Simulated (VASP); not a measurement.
Given:

```
CoGe
1.0
    2.86997     0.00000     0.00000
    0.00000     2.86997     0.00000
    0.00000     0.00000     2.86997
Co Ge
1 1
Cartesian
  0.00000   0.00000   0.00000
  1.43498   1.43498   1.43498
```
Starting moments (μB, in the order of the record's atoms Co Ge): 3.0 0.0.

These are PBE GGA, VASP's PBE PAW potentials (set 64) (plane waves; VASP) values and carry that method's errors. Run with 400 eV cut-off, 17×17×17 Γ-centred mesh, first-order Methfessel-Paxton smearing of 0.10 eV, potentials Co Ge_d.

Task: Give the stress tensor in GPa (positive for a compressed cell).

Result: 
```
9.85  0.00  0.00
0.00  9.85  0.00
0.00  0.00  9.85
```
The pressure is its mean diagonal, 9.85 GPa.

The structure was generated: CoGe was put into the CsCl type (Pm-3m), which need not be its known phase. The cell was not relaxed at this level. The run is one of a series of settings (KPOINTS 17×17×17 Γ-centred mesh against the base run), some of them coarse on purpose.
